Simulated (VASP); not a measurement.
Consider the following.

```
CELL_PARAMETERS angstrom
     -2.96106     2.96106     2.96106
      2.96106    -2.96106     2.96106
      2.96106     2.96106    -2.96106
ATOMIC_POSITIONS crystal
  Cs 0.00000 0.00000 0.00000
```

All values below come from vdW-DF2, VASP's PBE PAW potentials (set 64) (plane waves; VASP). Numerical set-up: 520 eV cut-off, 9×9×9 Γ-centred mesh, first-order Methfessel-Paxton smearing of 0.10 eV, potentials Cs_sv.

Unless said otherwise, spin-orbit coupling is left out, though it shifts the bands of the heavy elements here.

Task: Estimate the energy per atom (σ→0), band gap (on the k-mesh) with the smallest direct gap where there is one.

Result: 
```yaml
band gap (on the k-mesh): none (metal, semimetal or under 0.01 eV)
energy per atom (σ→0): 1.813 eV/atom
```

Total energies compare only between runs with the same potentials, cut-off and functional.

The compound is Cs in the bcc structure. This cell is one point of a volume scan, at 0.97 of the reference volume.
